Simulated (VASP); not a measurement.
OSZICAR of a VASP run on Zn (relaxed from the simple-cubic structure, space group Pm-3m):

OSZICAR:
```
       N       E                     dE             d eps       ncg     rms          rms(c)
DAV:   1     0.237388898889E+02    0.23739E+02   -0.60169E+03  3316   0.157E+03
DAV:   2    -0.948219348057E+01   -0.33221E+02   -0.32346E+02  3378   0.193E+02
DAV:   3    -0.102083465819E+02   -0.72615E+00   -0.72567E+00  3836   0.325E+01
DAV:   4    -0.102102124439E+02   -0.18659E-02   -0.18662E-02  3610   0.166E+00
DAV:   5    -0.102102150618E+02   -0.26178E-05   -0.26178E-05  3666   0.564E-02    0.239E+00
DAV:   6    -0.848380155691E+01    0.17264E+01   -0.16182E+00  3784   0.288E+01    0.263E+00
DAV:   7    -0.858780554357E+01   -0.10400E+00   -0.21080E-01  3420   0.993E+00    0.128E+00
DAV:   8    -0.858197838859E+01    0.58272E-02   -0.46670E-02  3376   0.289E+00    0.320E-01
DAV:   9    -0.859668399362E+01   -0.14706E-01   -0.10518E-02  3354   0.128E+00    0.161E-01
DAV:  10    -0.859816647372E+01   -0.14825E-02   -0.36484E-03  3748   0.125E+00    0.193E-02
DAV:  11    -0.859763750121E+01    0.52897E-03   -0.64066E-04  3342   0.350E-01    0.462E-02
DAV:  12    -0.859806766673E+01   -0.43017E-03   -0.40119E-04  3666   0.387E-01    0.139E-02
DAV:  13    -0.859821117847E+01   -0.14351E-03   -0.59905E-05  3368   0.885E-02    0.201E-03
DAV:  14    -0.859822781190E+01   -0.16633E-04   -0.52615E-06  3468   0.238E-02    0.138E-03
DAV:  15    -0.859822857667E+01   -0.76477E-06   -0.70772E-07  3446   0.122E-02    0.120E-03
DAV:  16    -0.859822422469E+01    0.43520E-05   -0.96498E-07  3348   0.106E-02    0.197E-04
DAV:  17    -0.859822291083E+01    0.13139E-05   -0.90086E-08  3480   0.367E-03    0.135E-04
DAV:  18    -0.859822338405E+01   -0.47322E-06   -0.94290E-09  1734   0.113E-03    0.533E-05
DAV:  19    -0.859822393996E+01   -0.55591E-06   -0.92161E-09  1728   0.994E-04    0.379E-05
DAV:  20    -0.859822391735E+01    0.22607E-07   -0.52008E-10  1704   0.410E-04
   1 F= -.85982239E+01 E0= -.85982239E+01  d E =0.000000E+00
       N       E                     dE             ncg
```

Q: Which electronic solver shows in the log?

A: It is blocked Davidson (ALGO = Normal, or the opening steps of other solvers). The INCAR had ALGO = Normal.

Q: Can the final energy be trusted as converged?

A: Self-consistency was reached. It stopped with EDIFF = 1E-7, NELM = 100 (r2SCAN meta-GGA, plane waves, VASP's PBE PAW potentials (set 64)).

The structure was generated: Zn was put into the simple-cubic type (Pm-3m), which need not be its known phase. It was relaxed first.
